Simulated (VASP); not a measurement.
All values below come from PBE GGA, VASP's PBE PAW potentials (set 64) (plane waves; VASP 6.6.1).

Input for VASP

### INCAR
```
ALGO=Normal
DIPOL=0.5 0.5 0.5
EDIFF=1E-5
EDIFFG=-0.03
ENCUT=400
GGA=PE
IBRION=2
IDIPOL=3
ISIF=2
ISMEAR=1
LASPH=.TRUE.
LCHARG=.FALSE.
LDIPOL=.TRUE.
LMAXMIX=6
LREAL=.FALSE.
LWAVE=.TRUE.
NELM=100
NELMIN=4
NSW=120
PREC=Normal
SIGMA=0.1
SYSTEM=W16Si
```

**POSCAR**
```
W16Si
1
    6.3448992463    -0.0000000000    -0.0000000000
    3.1724496231     4.4865214264    -0.0000000000
    0.0000000000     0.0000000000    20.7849381959
W Si
16 1
Direct
  0.7503539231   0.4997001594   0.3414329705
  0.2499459175   0.4997001594   0.3414329705
  0.7500396888   0.9999206224   0.3418184306
  0.2497474033   0.0005051934   0.3416195349
  0.0011561187   0.9997457915   0.4451542414
  0.4990980897   0.9997457915   0.4451542414
  0.0007904107   0.4984191787   0.4456937724
  0.4989768883   0.5020462235   0.4452117996
  0.7475132550   0.5049970470   0.5528698635
  0.2474896979   0.5049970470   0.5528698635
  0.7500600585   0.9998798829   0.5522631264
  0.2475163737   0.0049672527   0.5525315366
  0.9860441184   0.0090225084   0.6582829407
  0.5049333732   0.0090225084   0.6582829407
  0.9982069298   0.5035861405   0.6594266796
  0.4879094099   0.5241811802   0.6598096348
  0.2177183435   0.0645633130   0.7471534529
```

**KPOINTS**
```
Automatic mesh
0
Gamma
5 6 1
0 0 0
```

POTCAR, in this order: W Si (PBE.64 set). Program: vasp_std.

Output of the run:

File OUTCAR:
```
 ion  position               nearest neighbor table
   1  0.750  0.500  0.341-   8 2.68   7 2.68   4 2.74   3 2.75   3 2.75   4 2.75   5 3.11   6 3.11
                             2 3.17   2 3.18
   2  0.250  0.500  0.341-   8 2.68   7 2.68   4 2.74   3 2.75   3 2.75   4 2.75   6 3.11   5 3.11
                             1 3.17   1 3.18
   3  0.750  1.000  0.342-   5 2.67   6 2.67   1 2.75   2 2.75   1 2.75   2 2.75   8 3.11   7 3.12
                             4 3.17   4 3.17
   4  0.250  0.001  0.342-   6 2.67   5 2.67   2 2.74   1 2.74   2 2.75   1 2.75   8 3.10   7 3.11
                             3 3.17   3 3.17
   5  0.001  1.000  0.445-   4 2.67   3 2.67  12 2.73   8 2.74  11 2.74   7 2.74   7 2.76   8 2.76
                             1 3.11   2 3.11  10 3.15   6 3.16   6 3.19   9 3.19
   6  0.499  1.000  0.445-   4 2.67   3 2.67  12 2.73   8 2.74  11 2.74   7 2.74   7 2.76   8 2.76
                             2 3.11   1 3.11   9 3.15   5 3.16   5 3.19  10 3.19
   7  0.001  0.498  0.446-   2 2.68   1 2.68  10 2.73   9 2.73   6 2.74   5 2.74   5 2.76   6 2.76
                             4 3.11   3 3.12  12 3.14  11 3.16   8 3.17   8 3.17
   8  0.499  0.502  0.445-   1 2.68   2 2.68   6 2.74   5 2.74   9 2.74  10 2.74   5 2.76   6 2.76
                             4 3.10   3 3.11  11 3.17   7 3.17   7 3.17  12 3.17
   9  0.748  0.505  0.553-  15 2.72  11 2.73  16 2.73   7 2.73   8 2.74  12 2.75  12 2.75  11 2.77
                            13 3.12  14 3.15   6 3.15  10 3.17  10 3.17   5 3.19
  10  0.247  0.505  0.553-  15 2.72  11 2.73  16 2.73   7 2.73   8 2.74  12 2.75  12 2.75  11 2.77
                            14 3.12  13 3.15   5 3.15   9 3.17   9 3.17   6 3.19
  11  0.750  1.000  0.552-  14 2.68  13 2.68   9 2.73  10 2.73   6 2.74   5 2.74   9 2.77  10 2.77
                            15 3.15   7 3.16   8 3.17  12 3.17  12 3.17  16 3.25
  12  0.248  0.005  0.553-   6 2.73   5 2.73  14 2.75  13 2.75   9 2.75  10 2.75  10 2.75   9 2.75
                            16 3.10   7 3.14  15 3.15  11 3.17  11 3.17   8 3.17
  13  0.986  0.009  0.658-  17 2.49  11 2.68  16 2.73  15 2.73  12 2.75  15 2.76  16 2.77  14 3.05
                             9 3.12  10 3.15  14 3.29
  14  0.505  0.009  0.658-  17 2.49  11 2.68  16 2.73  15 2.73  12 2.75  15 2.76  16 2.77  13 3.05
                            10 3.12   9 3.15  13 3.29
  15  0.998  0.504  0.659-  17 2.68  10 2.72   9 2.72  13 2.73  14 2.73  14 2.76  13 2.76  11 3.15
                            12 3.15  16 3.17  16 3.17
  16  0.488  0.524  0.660-  14 2.73  13 2.73   9 2.73  10 2.73  14 2.77  13 2.77  17 3.03  12 3.10
                            15 3.17  15 3.17  11 3.25
  17  0.218  0.065  0.747-  13 2.49  14 2.49  15 2.68  16 3.03
  LATTYP: Found a base centered orthorhombic cell.
 ALAT       =     6.3448992463
 B/A-ratio  =     1.4142136076
 C/A-ratio  =     3.2758500000
 Subroutine PRICEL returns:
 Original cell was already a primitive cell.
 Subroutine GETGRP returns: Found  2 space group operations
The static configuration has the point symmetry C_1 .
 The point group associated with its full space group is C_1h.
The dynamic configuration has the point symmetry C_1 .
 Subroutine INISYM returns: Found  2 space group operations
 Subroutine IBZKPT returns following result:
 Found     16 irreducible k-points:

 Following reciprocal coordinates:
            Coordinates               Weight
  0.000000  0.000000  0.000000      1.000000
  0.200000 -0.000000  0.000000      2.000000
  0.400000 -0.000000  0.000000      2.000000
  0.000000  0.166667  0.000000      2.000000
  0.200000  0.166667  0.000000      2.000000
  0.400000  0.166667  0.000000      2.000000
 -0.400000  0.166667  0.000000      2.000000
 -0.200000  0.166667  0.000000      2.000000
  0.000000  0.333333  0.000000      2.000000
  0.200000  0.333333  0.000000      2.000000
  0.400000  0.333333  0.000000      2.000000
 -0.400000  0.333333  0.000000      2.000000
 -0.200000  0.333333  0.000000      2.000000
  0.000000  0.500000  0.000000      1.000000
  0.200000  0.500000  0.000000      2.000000
  0.400000  0.500000  0.000000      2.000000
   k-points           NKPTS =     16   k-points in BZ     NKDIM =     16   number of bands    NBANDS=     60
   number of dos      NEDOS =    301   number of ions     NIONS =     17
   total plane-waves  NPLWV =  96768
   dimension x,y,z NGX =    32 NGY =   28 NGZ =  108
   dimension x,y,z NGXF=    64 NGYF=   56 NGZF=  216
   ions per type =              16   1
   PREC   = normal    normal or accurate (medium, high low for compatibility)
   ISTART =      0    job   : 0-new  1-cont  2-samecut
   ICHARG =      2    charge: 1-file 2-atom 10-const
...
```

File OSZICAR:
```
...
DAV:   4    -0.203086419404E+03    0.25465E-03   -0.30395E-03  3080   0.236E-01    0.196E-01
DAV:   5    -0.203086262253E+03    0.15715E-03   -0.16290E-03  2560   0.139E-01    0.998E-02
DAV:   6    -0.203086066817E+03    0.19544E-03   -0.11821E-03  3192   0.127E-01    0.242E-02
DAV:   7    -0.203086052947E+03    0.13870E-04   -0.20687E-04  2864   0.563E-02    0.189E-02
DAV:   8    -0.203086052325E+03    0.62182E-06   -0.24648E-05  1720   0.212E-02
   6 F= -.20308605E+03 E0= -.20308321E+03  d E =-.123580E-01
       N       E                     dE             d eps       ncg     rms          rms(c)
DAV:   1    -0.203088742494E+03   -0.26895E-02   -0.16634E+00  1920   0.428E+00    0.255E-01
DAV:   2    -0.203095634054E+03   -0.68916E-02   -0.59304E-02  2808   0.857E-01    0.395E-01
DAV:   3    -0.203092533860E+03    0.31002E-02   -0.24187E-02  3072   0.609E-01    0.263E-01
DAV:   4    -0.203092170593E+03    0.36327E-03   -0.39441E-03  3080   0.270E-01    0.225E-01
DAV:   5    -0.203091942723E+03    0.22787E-03   -0.21452E-03  2480   0.158E-01    0.107E-01
DAV:   6    -0.203091718327E+03    0.22440E-03   -0.14370E-03  3168   0.141E-01    0.261E-02
DAV:   7    -0.203091703257E+03    0.15070E-04   -0.26289E-04  2880   0.637E-02    0.216E-02
DAV:   8    -0.203091702258E+03    0.99887E-06   -0.33021E-05  1824   0.239E-02
   7 F= -.20309170E+03 E0= -.20308873E+03  d E =-.180080E-01
       N       E                     dE             d eps       ncg     rms          rms(c)
DAV:   1    -0.203098232685E+03   -0.65294E-02   -0.13186E+00  1920   0.378E+00    0.244E-01
DAV:   2    -0.203101283853E+03   -0.30512E-02   -0.38008E-02  2776   0.657E-01    0.283E-01
DAV:   3    -0.203102333032E+03   -0.10492E-02   -0.14399E-02  3312   0.463E-01    0.258E-01
DAV:   4    -0.203100769168E+03    0.15639E-02   -0.80506E-03  3280   0.374E-01    0.188E-01
DAV:   5    -0.203100530715E+03    0.23845E-03   -0.18593E-03  2360   0.140E-01    0.636E-02
DAV:   6    -0.203100455093E+03    0.75623E-04   -0.52646E-04  2968   0.841E-02    0.197E-02
DAV:   7    -0.203100453180E+03    0.19130E-05   -0.60331E-05  2432   0.291E-02
   8 F= -.20310045E+03 E0= -.20309752E+03  d E =-.875092E-02
       N       E                     dE             d eps       ncg     rms          rms(c)
DAV:   1    -0.203101242470E+03   -0.78738E-03   -0.49530E-01  1920   0.232E+00    0.149E-01
DAV:   2    -0.203102340315E+03   -0.10978E-02   -0.14108E-02  2776   0.397E-01    0.169E-01
DAV:   3    -0.203102810638E+03   -0.47032E-03   -0.45597E-03  3344   0.262E-01    0.155E-01
DAV:   4    -0.203102248470E+03    0.56217E-03   -0.32054E-03  3312   0.235E-01    0.117E-01
DAV:   5    -0.203102143017E+03    0.10545E-03   -0.72684E-04  2360   0.897E-02    0.371E-02
DAV:   6    -0.203102118635E+03    0.24382E-04   -0.20209E-04  2912   0.517E-02    0.127E-02
DAV:   7    -0.203102117790E+03    0.84519E-06   -0.18129E-05  1552   0.173E-02
   9 F= -.20310212E+03 E0= -.20309921E+03  d E =-.104155E-01
       N       E                     dE             d eps       ncg     rms          rms(c)
DAV:   1    -0.203104298960E+03   -0.21803E-02   -0.58613E-01  1920   0.257E+00    0.141E-01
DAV:   2    -0.203106186958E+03   -0.18880E-02   -0.15272E-02  2832   0.460E-01    0.213E-01
DAV:   3    -0.203105149852E+03    0.10371E-02   -0.63229E-03  3088   0.336E-01    0.131E-01
DAV:   4    -0.203105080270E+03    0.69581E-04   -0.12008E-03  3160   0.146E-01    0.115E-01
DAV:   5    -0.203104999249E+03    0.81022E-04   -0.61584E-04  2424   0.859E-02    0.473E-02
DAV:   6    -0.203104938305E+03    0.60943E-04   -0.34313E-04  3216   0.691E-02    0.149E-02
DAV:   7    -0.203104934801E+03    0.35042E-05   -0.52361E-05  2176   0.312E-02
  10 F= -.20310493E+03 E0= -.20310220E+03  d E =-.281701E-02
       N       E                     dE             d eps       ncg     rms          rms(c)
DAV:   1    -0.203105162199E+03   -0.22389E-03   -0.18834E-01  1920   0.146E+00    0.827E-02
DAV:   2    -0.203105636263E+03   -0.47406E-03   -0.44421E-03  2800   0.246E-01    0.115E-01
DAV:   3    -0.203105446902E+03    0.18936E-03   -0.15681E-03  3160   0.166E-01    0.779E-02
DAV:   4    -0.203105433207E+03    0.13695E-04   -0.47577E-04  3056   0.913E-02    0.706E-02
DAV:   5    -0.203105381592E+03    0.51615E-04   -0.23222E-04  2376   0.554E-02    0.220E-02
DAV:   6    -0.203105372029E+03    0.95626E-05   -0.75265E-05  2336   0.338E-02
  11 F= -.20310537E+03 E0= -.20310273E+03  d E =-.325424E-02
       N       E                     dE             d eps       ncg     rms          rms(c)
DAV:   1    -0.203106017719E+03   -0.63613E-03   -0.23704E-01  1920   0.163E+00    0.775E-02
DAV:   2    -0.203106337785E+03   -0.32007E-03   -0.36189E-03  2800   0.212E-01    0.797E-02
DAV:   3    -0.203106381311E+03   -0.43526E-04   -0.18307E-03  3328   0.169E-01    0.768E-02
DAV:   4    -0.203106188708E+03    0.19260E-03   -0.62416E-04  3216   0.109E-01    0.402E-02
DAV:   5    -0.203106175004E+03    0.13703E-04   -0.18860E-04  2416   0.475E-02    0.160E-02
DAV:   6    -0.203106168598E+03    0.64065E-05   -0.26574E-05  1720   0.227E-02
  12 F= -.20310617E+03 E0= -.20310352E+03  d E =-.796568E-03
       N       E                     dE             d eps       ncg     rms          rms(c)
DAV:   1    -0.203106241467E+03   -0.66463E-04   -0.69889E-02  1920   0.884E-01    0.424E-02
DAV:   2    -0.203106316627E+03   -0.75160E-04   -0.10026E-03  2752   0.111E-01    0.388E-02
DAV:   3    -0.203106390464E+03   -0.73836E-04   -0.53670E-04  3200   0.886E-02    0.470E-02
DAV:   4    -0.203106295960E+03    0.94503E-04   -0.32475E-04  2896   0.762E-02    0.228E-02
DAV:   5    -0.203106292014E+03    0.39467E-05   -0.61542E-05  2232   0.268E-02
  13 F= -.20310629E+03 E0= -.20310364E+03  d E =-.919985E-03
       N       E                     dE             d eps       ncg     rms          rms(c)
DAV:   1    -0.203106884738E+03   -0.58878E-03   -0.23357E-01  1920   0.162E+00    0.700E-02
DAV:   2    -0.203107047262E+03   -0.16252E-03   -0.22961E-03  2768   0.184E-01    0.719E-02
DAV:   3    -0.203107115436E+03   -0.68174E-04   -0.10331E-03  3312   0.128E-01    0.670E-02
DAV:   4    -0.203106979677E+03    0.13576E-03   -0.66197E-04  3240   0.107E-01    0.445E-02
DAV:   5    -0.203106948563E+03    0.31114E-04   -0.22430E-04  2368   0.553E-02    0.173E-02
DAV:   6    -0.203106940873E+03    0.76896E-05   -0.32899E-05  1752   0.258E-02
  14 F= -.20310694E+03 E0= -.20310426E+03  d E =-.648860E-03
       N       E                     dE             d eps       ncg     rms          rms(c)
DAV:   1    -0.203107126405E+03   -0.17784E-03   -0.22606E-01  1920   0.159E+00    0.692E-02
DAV:   2    -0.203107311409E+03   -0.18500E-03   -0.22989E-03  2728   0.187E-01    0.754E-02
DAV:   3    -0.203107321421E+03   -0.10013E-04   -0.10297E-03  3248   0.129E-01    0.634E-02
DAV:   4    -0.203107220995E+03    0.10043E-03   -0.49472E-04  3120   0.945E-02    0.441E-02
DAV:   5    -0.203107191876E+03    0.29119E-04   -0.20375E-04  2336   0.529E-02    0.158E-02
DAV:   6    -0.203107185435E+03    0.64406E-05   -0.26996E-05  1648   0.238E-02
  15 F= -.20310719E+03 E0= -.20310448E+03  d E =-.893421E-03
       N       E                     dE             d eps       ncg     rms          rms(c)
DAV:   1    -0.203107462068E+03   -0.27019E-03   -0.11200E-01  1920   0.112E+00    0.513E-02
DAV:   2    -0.203107598969E+03   -0.13690E-03   -0.13537E-03  2800   0.139E-01    0.589E-02
DAV:   3    -0.203107553436E+03    0.45533E-04   -0.66758E-04  3116   0.107E-01    0.422E-02
DAV:   4    -0.203107510049E+03    0.43387E-04   -0.19497E-04  2552   0.607E-02    0.272E-02
DAV:   5    -0.203107499672E+03    0.10377E-04   -0.66790E-05  2216   0.309E-02    0.796E-03
DAV:   6    -0.203107498186E+03    0.14864E-05   -0.60416E-06  1196   0.113E-02
  16 F= -.20310750E+03 E0= -.20310478E+03  d E =-.312751E-03
```

OUTCAR:
```
------------------------ aborting loop because EDIFF is reached ----------------------------------------
  FORCE on cell =-STRESS in cart. coord.  units (eV):
  Direction    XX          YY          ZZ          XY          YZ          ZX
  --------------------------------------------------------------------------------------
  Total      -13.2816234    -11.1840780     -0.1745601      0.0000000     -0.1983913      0.0000000
  in kB      -35.9648729    -30.2849985     -0.4726857      0.0000000     -0.5372173      0.0000000
  external PRESSURE =     -22.2408524 kB  Pullay stress =       0.0000000 kB
  volume of cell :      591.67
      direct lattice vectors                 reciprocal lattice vectors
     6.344899246  0.000000000  0.000000000     0.157606916 -0.111444915  0.000000000
     3.172449623  4.486521426  0.000000000     0.000000000  0.222889830  0.000000000
     0.000000000  0.000000000 20.784938196     0.000000000  0.000000000  0.048111762
 POSITION                                       TOTAL-FORCE (eV/Angst)
 -----------------------------------------------------------------------------------
      6.34473      2.27249      7.09235         0.001935      0.006672      0.007102
      3.17262      2.27249      7.09235        -0.001935      0.006672      0.007102
      4.75867      0.02954      7.10014        -0.000000      0.002778     -0.006418
      1.58622      0.02914      7.09417        -0.000000      0.007309     -0.014606
      6.34659      0.03116      9.25254        -0.001676      0.003898      0.000066
      3.17076      0.03116      9.25254         0.001676      0.003898      0.000066
      7.93112      2.26973      9.25643        -0.000000      0.007279      0.004462
      4.75867      2.27911      9.25628        -0.000000      0.001882      0.008281
      6.34519      2.27782     11.51681        -0.003586     -0.000222      0.000087
      3.17216      2.27782     11.51681         0.003586     -0.000222      0.000087
      4.75867      0.03471     11.47876         0.000000     -0.005577      0.005314
      1.58622      0.03471     11.50536         0.000000     -0.008921      0.000473
      6.27189      0.03688     13.67413        -0.005339     -0.009216     -0.002694
      3.24546      0.03688     13.67413         0.005339     -0.009216     -0.002694
      1.58622      2.23547     13.72269         0.000000     -0.022037      0.001430
      4.75867      2.32426     13.72307        -0.000000      0.009137     -0.001802
      1.58622      0.03350     15.47273        -0.000000      0.005884     -0.006257
 -----------------------------------------------------------------------------------
    total drift:                               -0.000009      0.001382     -0.002590
  FREE ENERGIE OF THE ION-ELECTRON SYSTEM (eV)
  ---------------------------------------------------
  free  energy   TOTEN  =      -203.1074981859 eV

  energy  without entropy=     -203.0993510961  energy(sigma->0) =     -203.10478249

 reached required accuracy - stopping structural energy minimisation
```
(Selected blocks of OUTCAR.)

File CONTCAR:
```
W16Si
   1.00000000000000
     6.3448992462999998    0.0000000000000000    0.0000000000000000
     3.1724496230999999    4.4865214264000004    0.0000000000000000
     0.0000000000000000    0.0000000000000000   20.7849381959000006
  W               Si
    16     1
Direct
     0.7467157303856349    0.5065160022146338    0.3412256865679926
     0.2467682673997316    0.5065160022146338    0.3412256865679926
     0.7467080019210459    0.0065839961579083    0.3416002553631682
     0.2467525225059634    0.0064949549880731    0.3413129231841798
     0.9967931630153967    0.0069457649542097    0.4451559536286119
     0.4962610719303919    0.0069457649542097    0.4451559536286119
     0.9970497744882169    0.5059004511235614    0.4453430574523221
     0.4960043885331395    0.5079912230337228    0.4453360138329672
     0.7461936750869025    0.5077028527651358    0.5540942576336774
     0.2461034720479669    0.5077028527651358    0.5540942576336774
     0.7461316015459623    0.0077367968080665    0.5522633099951917
     0.2461315057830454    0.0077369885339111    0.5535432331805717
     0.9843824610675944    0.0082204894234857    0.6578863349691310
     0.5073970495089200    0.0082204894234857    0.6578863349691310
     0.0008677593072705    0.4982644814854537    0.6602229475228150
     0.4909734968136795    0.5180530063726410    0.6602412983894150
     0.2462660586591382    0.0074678826817307    0.7444204954805370
```

The cell is a thin slab with vacuum, built from W (bcc): (110) face, Si adsorbed.
